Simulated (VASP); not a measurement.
The system is SrTiO3.

```
Sr Ti O
1.0
     3.91270    0.00000    0.00000
     0.00000    3.91270    0.00000
     0.00000    0.00000    3.91270
Sr Ti O
1 1 3
Direct
  0.00000 0.00000 0.00000
  0.50000 0.50000 0.50000
  0.50000 0.50000 0.00000
  0.50000 0.00000 0.50000
  0.00000 0.50000 0.50000
```

The cell was built by a generator and isn't the measured one.

* Program: VASP 6.6.1
* Task: relaxation of cell and atoms
* Functional: PBE
* Potentials or basis: VASP PAW PBE potentials, release 64 (Sr_sv, Ti_sv, O)
* Cutoff: 600 eV
* k mesh: 8 × 8 × 8
* Occupations: gaussian, width 0.02 eV
* Spin: no spin polarisation

At the start: pressure 3.6 GPa; volume 11.98 Å³/atom.

Problem. Where does the relaxation end?

Solution. Over 7 steps the energy falls by 55.3 meV/atom and the volume is 12.24 Å³/atom (+2.1 %); space group P4/mmm (No. 123, to 0.05 Å).

Step by step:
```tsv
step	energy change (eV)	largest force (eV/Å)	pressure (GPa)	volume (Å³)
1	0.0000	0.0000	3.61	59.90
2	-0.1626	0.0000	1.11	60.68
3	-0.1636	0.0000	1.10	60.69
4	-0.1809	0.0000	0.89	60.76
5	-0.2338	0.0000	0.34	61.00
6	-0.3455	0.0000	-0.52	61.46
7	-0.2766	0.0000	-0.03	61.18
```

Final structure:
```xyz
5
Lattice="3.9127 0.0000 0.0000 0.0000 3.9127 0.0000 0.0000 0.0000 3.9961" Properties=species:S:1:pos:R:3 pbc="T T T"
Sr    0.0000    0.0000    0.0000
Ti    1.9564    1.9564    1.9981
O     1.9564    1.9564    0.0000
O     1.9564    0.0000    1.9981
O     0.0000    1.9564    1.9981
```
